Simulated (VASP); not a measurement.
**Bulk modulus of hcp metals: PBEsol against PBE**

VASP (plane waves, PAW); cells keep the symmetry of their structure type. Static lattice, from a third-order Birch-Murnaghan fit over five volumes at each level.

Here x stands for PBE B0 and y for PBEsol B0.

```csv
solid,PBE B0 (GPa),PBEsol B0 (GPa),cut-off (eV)
Mg,35.9,?,520
Lu,47.9,51.1,520
Sc,54.4,57.9,520
Ti,112.0,119.2,520
Be,123.1,124.0,520
Os,404.6,441.9,520
```

Problem. Fit y against x with a straight line, and predict the withheld value at x = 35.9.

Solution. With u = x - 148, the rows have u = -100.10, -93.60, -36.00, -24.90, 256.60. Means: u 0.40000, y 158.82. About the means, the sum of products is 95161 and the sum of squares of u is 86540; the slope is their ratio. Least squares gives y = 158.38 + 1.09962·u. Residuals (row less fit): 2.79, 2.44, 0.41, -7.00, 1.36; standard error 4.65 (degrees of freedom: 3). The slope is 1.10 with a standard error of 0.016. At the withheld row, u = -112.10, so y = 158.38 + 1.09962 × (-112.10) = 35.11 GPa. The calculation gives 37.6 GPa, 2.49 GPa above the prediction (0.6 % of the range of y in the table). The row lies outside the fitted rows, so this is an extrapolation. From the scatter of the fitted rows alone, a prediction at this place has a standard error of 5.39 GPa, so the miss is 0.5 times that.

The filled 4f shell of Lu is frozen in the core. The rows are a random draw from the solids of this series computed here; series whose standard error about the line passes 12 to 30 % of the range of y, or with no trend, aren't shown in this form.
